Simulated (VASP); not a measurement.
A run of VASP 6.6.1:

POSCAR

```
CaHI
1.0
    4.1526270000      0.0000000000      0.0000000000
    0.0000000000      4.1526270000      0.0000000000
    0.0000000000      0.0000000000      8.5151460000
Ca H I
2 2 2
Direct
    0.0000000000      0.5000000000      0.1400000000
    0.5000000000      0.0000000000      0.8600000000
    0.0000000000      0.0000000000      0.0000000000
    0.5000000000      0.5000000000      0.0000000000
    0.0000000000      0.5000000000      0.6700000000
    0.5000000000      0.0000000000      0.3300000000
```

The input INCAR.step1:

```
ALGO = Normal
EDIFF = 1E-4
ENCUT = 520
GGA = PE
ISMEAR = 0
LASPH = T
LCHARG = F
LREAL = F
LWAVE = T
NBANDS = 27
NELM = 100
PREC = Accurate
SIGMA = 0.0569
```

Contents of INCAR.step2:

```
ALGO = Normal
EDIFF = 1E-6
ENCUT = 520
ISIF = 2
ISMEAR = 0
ISTART = 1
LASPH = T
LCHARG = F
LMIXTAU = T
LREAL = F
LWAVE = F
METAGGA = R2SCAN
NBANDS = 27
NELM = 100
PREC = Accurate
SIGMA = 0.0569
```

Contents of KPOINTS:

```
k-points
0
Gamma
  4 4 2
```

Potentials or basis: VASP PAW PBE potentials, release 64 (Ca_sv, H, I).

Run with:

```bash
$ cat potpaw_PBE.64/Ca_sv/POTCAR potpaw_PBE.64/H/POTCAR potpaw_PBE.64/I/POTCAR > POTCAR
$ cp INCAR.step1 INCAR
$ mpirun -np 1 vasp_std > vasp.out
$ cp INCAR.step2 INCAR
$ mpirun -np 1 vasp_std > vasp.out
```

Hardware: 1 thread of Intel(R) Xeon(R) Platinum 8559C (Emerald Rapids), with other jobs on the host.

Task: How long does it take, and how much memory?

Result: Wall time 2 min on 1 thread of Intel(R) Xeon(R) Platinum 8559C (Emerald Rapids), on a shared host, peak memory 0.29 GiB. Counts: scf iterations 12, k points 12.
